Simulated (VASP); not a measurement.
Level of theory: r2SCAN meta-GGA, VASP's PBE PAW potentials (set 64) (plane waves; VASP).

The input files of a VASP run:

### INCAR
```
LMIXTAU = T
ISMEAR = 1   # Methfessel-Paxton
ISIF = 2   # forces and stress, cell fixed
LCHARG = F
EDIFF = 1E-7   # SCF stop (eV)
NELM = 100   # most electronic steps
PREC = Accurate
SYSTEM = V
LMAXMIX = 4
METAGGA = R2SCAN
ALGO = Normal   # blocked Davidson
SIGMA = 0.1
LWAVE = F
ENCUT = 480   # plane-wave cut-off (eV)
LREAL = F
LASPH = T   # aspherical one-centre terms
```

POSCAR:
```
V
1.0
 -1.4890856504   1.4890856504   1.4667493656
  1.4890856504  -1.4890856504   1.4667493656
  1.4890856504   1.4890856504  -1.4667493656
V
1
Cartesian
  0.0000000000   0.0000000000   0.0000000000
```

### KPOINTS
```
K-points
0
gamma
16 16 16
```

POTCAR, in this order: V_sv (PBE.64 set). Program: vasp_std.

Output of the run:

OUTCAR:
```
 ion  position               nearest neighbor table
   1  0.000  0.000  0.000-
  LATTYP: Found a body centered tetragonal cell.
 ALAT       =     2.9781713008
 C/A-ratio  =     0.9850000000
 Subroutine PRICEL returns:
 Original cell was already a primitive cell.
 Subroutine GETGRP returns: Found 16 space group operations
The static configuration has the point symmetry D_4h.
The dynamic configuration has the point symmetry D_4h.
 Subroutine INISYM returns: Found 16 space group operations
 Subroutine IBZKPT returns following result:
 Found    349 irreducible k-points:

 Following reciprocal coordinates:
            Coordinates               Weight
  0.000000  0.000000  0.000000      1.000000
  0.062500 -0.000000  0.000000      8.000000
  0.125000 -0.000000  0.000000      8.000000
  0.187500 -0.000000  0.000000      8.000000
  0.250000 -0.000000  0.000000      8.000000
  0.312500  0.000000  0.000000      8.000000
  0.375000 -0.000000  0.000000      8.000000
  0.437500 -0.000000  0.000000      8.000000
  0.500000 -0.000000  0.000000      4.000000
  0.062500  0.062500  0.000000      8.000000
  0.125000  0.062500  0.000000     16.000000
  0.187500  0.062500  0.000000     16.000000
  0.250000  0.062500  0.000000     16.000000
  0.312500  0.062500  0.000000     16.000000
  0.375000  0.062500  0.000000     16.000000
  0.437500  0.062500  0.000000     16.000000
  0.500000  0.062500  0.000000     16.000000
 -0.437500  0.062500 -0.000000     16.000000
 -0.375000  0.062500 -0.000000     16.000000
 -0.312500  0.062500 -0.000000     16.000000
 -0.250000  0.062500 -0.000000     16.000000
 -0.187500  0.062500 -0.000000     16.000000
 -0.125000  0.062500 -0.000000     16.000000
 -0.062500  0.062500  0.000000      4.000000
  0.125000  0.125000  0.000000      8.000000
  0.187500  0.125000  0.000000     16.000000
  0.250000  0.125000  0.000000     16.000000
  0.312500  0.125000  0.000000     16.000000
  0.375000  0.125000  0.000000     16.000000
  0.437500  0.125000  0.000000     16.000000
  0.500000  0.125000  0.000000     16.000000
 -0.437500  0.125000 -0.000000     16.000000
 -0.375000  0.125000 -0.000000     16.000000
 -0.312500  0.125000  0.000000     16.000000
 -0.250000  0.125000 -0.000000     16.000000
 -0.187500  0.125000 -0.000000     16.000000
 -0.125000  0.125000  0.000000      4.000000
  0.187500  0.187500  0.000000      8.000000
  0.250000  0.187500  0.000000     16.000000
  0.312500  0.187500  0.000000     16.000000
   k-points           NKPTS =    349   k-points in BZ     NKDIM =    349   number of bands    NBANDS=     10
   number of dos      NEDOS =    301   number of ions     NIONS =      1
   total plane-waves  NPLWV =   5832
   dimension x,y,z NGX =    18 NGY =   18 NGZ =   18
   dimension x,y,z NGXF=    36 NGYF=   36 NGZF=   36
   ions per type =               1
   PREC   = accura    normal or accurate (medium, high low for compatibility)
   ISTART =      0    job   : 0-new  1-cont  2-samecut
   ICHARG =      2    charge: 1-file 2-atom 10-const
   ISPIN  =      1    spin polarized calculation?
   LNONCOLLINEAR =      F non collinear calculations
   LSORBIT =      F    spin-orbit coupling
   INIWAV =      1    electr: 0-lowe 1-rand  2-diag
   ENCUT  =  480.0 eV  35.28 Ry    5.94 a.u.   4.58  4.58  4.58*2*pi/ulx,y,z
   NELM   =    100;   NELMIN=  2; NELMDL= -5     # of ELM steps
   EDIFF  = 0.1E-06   stopping-criterion for ELM
   LREAL  =      F    real-space projection
   NLSPLINE    = F    spline interpolate recip. space projectors
   LMAXMIX     =    4 max onsite mixed and CHGCAR
...
```

File OSZICAR:
```
       N       E                     dE             d eps       ncg     rms          rms(c)
DAV:   1     0.766771501606E+02    0.76677E+02   -0.71841E+03  6988   0.138E+03
DAV:   2    -0.173251256323E+02   -0.94002E+02   -0.92226E+02  7204   0.371E+02
DAV:   3    -0.188131461135E+02   -0.14880E+01   -0.14613E+01  7326   0.548E+01
DAV:   4    -0.188233865611E+02   -0.10240E-01   -0.10238E-01  7084   0.472E+00
DAV:   5    -0.188235053659E+02   -0.11880E-03   -0.11880E-03  7250   0.516E-01    0.237E+01
DAV:   6    -0.138017075493E+02    0.50218E+01   -0.13192E+01  7008   0.598E+01    0.318E+00
DAV:   7    -0.141310937556E+02   -0.32939E+00   -0.11338E+00  6980   0.157E+01    0.264E+00
DAV:   8    -0.141088036564E+02    0.22290E-01   -0.23218E-01  7002   0.730E+00    0.747E-01
DAV:   9    -0.141265756577E+02   -0.17772E-01   -0.17869E-02  6990   0.205E+00    0.904E-01
DAV:  10    -0.141204346167E+02    0.61410E-02   -0.27720E-02  6994   0.250E+00    0.102E-01
DAV:  11    -0.141214688280E+02   -0.10342E-02   -0.56933E-04  7008   0.366E-01    0.172E-01
DAV:  12    -0.141215405796E+02   -0.71752E-04   -0.75050E-04  7002   0.434E-01    0.544E-02
DAV:  13    -0.141213173662E+02    0.22321E-03   -0.13854E-04  7002   0.152E-01    0.777E-03
DAV:  14    -0.141213110140E+02    0.63522E-05   -0.26975E-06  7058   0.217E-02    0.168E-03
DAV:  15    -0.141213089784E+02    0.20356E-05   -0.22424E-07  6954   0.659E-03    0.106E-03
DAV:  16    -0.141213120409E+02   -0.30625E-05   -0.15210E-07  6224   0.507E-03    0.333E-04
DAV:  17    -0.141213111852E+02    0.85570E-06   -0.41179E-09  3514   0.990E-04    0.155E-04
DAV:  18    -0.141213115091E+02   -0.32388E-06   -0.78305E-10  3506   0.469E-04    0.544E-05
DAV:  19    -0.141213110668E+02    0.44224E-06   -0.26426E-10  3514   0.263E-04    0.588E-05
DAV:  20    -0.141213111757E+02   -0.10884E-06   -0.17065E-10  3510   0.190E-04    0.211E-05
DAV:  21    -0.141213111630E+02    0.12698E-07   -0.16314E-11  3502   0.732E-05
   1 F= -.14121311E+02 E0= -.14121110E+02  d E =-.604780E-03
```

### OUTCAR
```
------------------------ aborting loop because EDIFF is reached ----------------------------------------
  FORCE on cell =-STRESS in cart. coord.  units (eV):
  Direction    XX          YY          ZZ          XY          YZ          ZX
  --------------------------------------------------------------------------------------
  Total        0.3406828      0.3406828      0.4639481      0.0000000      0.0000000      0.0000000
  in kB       41.9571028     41.9571028     57.1379620      0.0000000      0.0000000      0.0000000
  external PRESSURE =      47.0173892 kB  Pullay stress =       0.0000000 kB
  volume of cell :       13.01
      direct lattice vectors                 reciprocal lattice vectors
    -1.489085650  1.489085650  1.466749366     0.000000000  0.335776522  0.340889870
     1.489085650 -1.489085650  1.466749366     0.335776522  0.000000000  0.340889870
     1.489085650  1.489085650 -1.466749366     0.335776522  0.335776522  0.000000000
 POSITION                                       TOTAL-FORCE (eV/Angst)
 -----------------------------------------------------------------------------------
      0.00000      0.00000      0.00000         0.000000      0.000000      0.000000
 -----------------------------------------------------------------------------------
    total drift:                                0.000000      0.000000      0.000000
  FREE ENERGIE OF THE ION-ELECTRON SYSTEM (eV)
  ---------------------------------------------------
  free  energy   TOTEN  =       -14.1213111630 eV

  energy  without entropy=      -14.1207063830  energy(sigma->0) =      -14.12110957
```
(Selected blocks of OUTCAR.)

The compound is V in the bcc structure. This cell was strained or had an atom moved on purpose. The run is not spin-polarised, so no magnetic state was tried.
